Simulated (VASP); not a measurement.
Consider the following.

Space group F-43m (No. 216); a = 5.6804 Å, b = 5.6804 Å, c = 5.6804 Å, α = 90.00°, β = 90.00°, γ = 90.00°

| atom | site | symmetry | x | y | z |
|---|---|---|---|---|---|
| Zn | 4a | -43m | 0.0000 | 0.0000 | 0.0000 |
| Se | 4d | -43m | 0.7500 | 0.7500 | 0.7500 |
(The calculation used a cell of 2 atoms; values per cell refer to that cell.)

Calculation: revTPSS meta-GGA, VASP's PBE PAW potentials (set 64) (plane waves; VASP 6.6.1). Run with 520 eV cut-off, 8×8×8 Γ-centred mesh, Gaussian smearing of 0.050 eV, potentials Zn Se.

Task: Give the energy at these volumes per atom, relative to the lowest: 21.29, 21.97, 22.64, 23.32, 24.00 Å³.

Result: 24.1, 7.4, 0.0, 0.9, 8.5 meV/atom. A third-order Birch-Murnaghan fit gives B0 = 60.1 GPa and B0′ = 4.3.

Measured: bulk modulus 62.4 GPa (computed value off by -3.7 %), as given by Cormac Toher et al., Physical Review Materials (2017), arXiv:1611.05714; a 5.668 Å (computed value off by +0.2 %), as given by Martin Albrecht et al., Physical review. B, Condensed matter (1997), arXiv:cond-mat/9706128. The calculation is for a static lattice, while the measured bulk modulus, a hold thermal and zero-point effects, which are part of the difference.

The compound is ZnSe in the zinc blende structure. It was relaxed first.
